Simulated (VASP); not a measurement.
A run of VASP 6.6.1:

The input INCAR:

```
ALGO = Normal
EDIFF = 1E-6
ENCUT = 520
GGA = PE
ISIF = 2
ISMEAR = 0
IVDW = 12
LASPH = True
LCHARG = False
LREAL = False
LWAVE = False
NBANDS = 11
NELM = 100
PREC = Accurate
SIGMA = 0.02
```

File KPOINTS:

```
k-points
0
Gamma
  10 10 10
```

POSCAR

```
Si
1.0
    0.0000000000      2.7107602159      2.7107602159
    2.7107602159      0.0000000000      2.7107602159
    2.7107602159      2.7107602159      0.0000000000
Si
2
Direct
    0.5000000000      0.5000000000      0.5000000000
    0.7500000000      0.7500000000      0.7500000000
```

Potentials or basis: VASP PAW PBE potentials, release 64 (Si).

Run with:

```bash
$ cat potpaw_PBE.64/Si/POTCAR > POTCAR
$ mpirun -np 1 vasp_std > vasp.out
```

Hardware: 1 thread of AMD EPYC 9R14 (Zen 4), on a shared host.

**Question.** How long does it take, and how much memory?

**Answer.** Wall time 12 s on 1 thread of AMD EPYC 9R14 (Zen 4) (shared host), peak memory 0.14 GiB. Counts: scf iterations 11, k points 47.
